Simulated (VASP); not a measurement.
Runs of VASP 6.6.1 on Mo. It takes space group Im-3m (No. 229, cubic). Conventional cell: a = 3.147 Å, b = 3.147 Å, c = 3.147 Å, α = 90.00°, β = 90.00°, γ = 90.00°. Mo (site symmetry m-3m) has 8 Mo at 2.73 Å as nearest neighbours. 

```tsv
level	gap on the mesh (eV)	pressure (GPa)	relaxed volume (Å³/atom)
rev-vdW-DF2	none	0.0	15.59
PBEsol	none	-0.1	(a)
RPBE	none	0.0	16.01
PBE+D3(BJ)	none	-0.1	15.36
r2SCAN+rVV10	none	0.0	15.59
```

Alike in all rows: task relaxation of cell and atoms; potentials or basis VASP PAW PBE potentials, release 64 (Mo_sv); no spin polarisation; cell relaxed; k mesh 16 × 16 × 16; cutoff (eV) 600; smearing methfessel-paxton 0.1 eV.

Fill in the values left out.

(a) 15.35.

Caveats: the PAW data sets were made with another functional, which shifts forces and pressure a little (some runs); pairwise dispersion overbinds metals, which lowers pressure and volume (some runs).

A k mesh can miss the band edges, and the runs leave out spin-orbit coupling on Mo.

A gap of «none» marks a metal or a gap under the smearing width.

Not every run made on this cell is shown here.
